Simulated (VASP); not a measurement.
Crystal: SnO (Romarchite).

```
Sn O
1.0
     3.83538    0.00000    0.00000
     0.00000    3.83538    0.00000
     0.00000    0.00000    4.72805
Sn O
2 2
Direct
  0.50000 0.00000 0.24596
  0.00000 0.50000 0.75404
  0.00000 0.00000 0.00000
  0.50000 0.50000 0.00000
```

Program: VASP 6.6.1. Alike in all runs: task band structure; cell as given; cutoff (eV) 520; smearing gaussian 0.03 eV. Hardware: 2 MPI ranks on AMD EPYC 9R45 (Zen 5), with other jobs on the host.

**Question.** Order these runs on this cell by their wall time, lowest first.
A. level TB-mBJ; potentials or basis VASP PAW PBE potentials, release 64 (Sn_d, O); spin SOC, no magnetisation; k mesh 6 × 6 × 4
B. level LDA; potentials or basis VASP PAW LDA potentials, release 64 (Sn_d, O); spin off; k mesh 8 × 8 × 6
C. level r2SCAN; potentials or basis VASP PAW PBE potentials, release 64 (Sn_d, O); spin off; k mesh 8 × 8 × 6

**Answer.** B (95 s), C (340 s), A (770 s).

Runs at the PBE level aren't shown here.
